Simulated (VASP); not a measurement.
Nb3Sn (A15) is relaxed at rising pressure, each step from the one before. Symmetry mostly holds the structure type, and other phases were not tried. The mesh follows the cell, and a change of mesh leaves a small step in the series.

Here is the system:

```cif
data_Nb6Sn2
_chemical_formula_sum 'Nb6 Sn2'
_space_group_name_H-M_alt 'Pm-3n'
_space_group_IT_number 223
_space_group_name_Hall '-P 4n 2 3'
_cell_length_a 5.31548
_cell_length_b 5.31548
_cell_length_c 5.31548
_cell_angle_alpha 90.000
_cell_angle_beta 90.000
_cell_angle_gamma 90.000
loop_
_atom_site_label
_atom_site_type_symbol
_atom_site_symmetry_multiplicity
_atom_site_Wyckoff_symbol
_atom_site_fract_x
_atom_site_fract_y
_atom_site_fract_z
_atom_site_occupancy
Nb1 Nb 6 c 0.00000 0.50000 0.25000 1
Sn1 Sn 2 a 0.00000 0.00000 0.00000 1
```

These are PBE GGA, VASP's PBE PAW potentials (set 64) (plane waves; VASP 6.6.1) values and carry that method's errors. Numerical set-up: 500 eV cut-off, 6×6×6 Γ-centred mesh, first-order Methfessel-Paxton smearing of 0.10 eV, potentials Nb_sv Sn_d.

Unless said otherwise, spin-orbit coupling is left out, though it shifts the bands of the heavy elements here.

```tsv
P (GPa)	V (Å³/atom)	H − H(0) (eV/atom)	space group	gap on the mesh (eV)	k-mesh
0	18.77	0.000	Pm-3n	0.00	6×6×6
5	18.25	0.578	Pm-3n	0.00	6×6×6
10	17.78	1.140	Pm-3n	0.00	6×6×6
20	16.99	2.225	Pm-3n	0.00	6×6×6
30	(withheld)	(withheld)	Pm-3n	0.00	6×6×6
45	(withheld)	(withheld)	Pm-3n	0.00	6×6×6
```

Q: Fill in the missing entries.

A: 
- 45, V (Å³/atom): 15.56
- 45, H − H(0) (eV/atom): 4.758
- 30, V (Å³/atom): 16.35
- 30, H − H(0) (eV/atom): 3.265

Pressures at which the relaxation failed are left out.

The compound is Nb3Sn in the A15 structure.
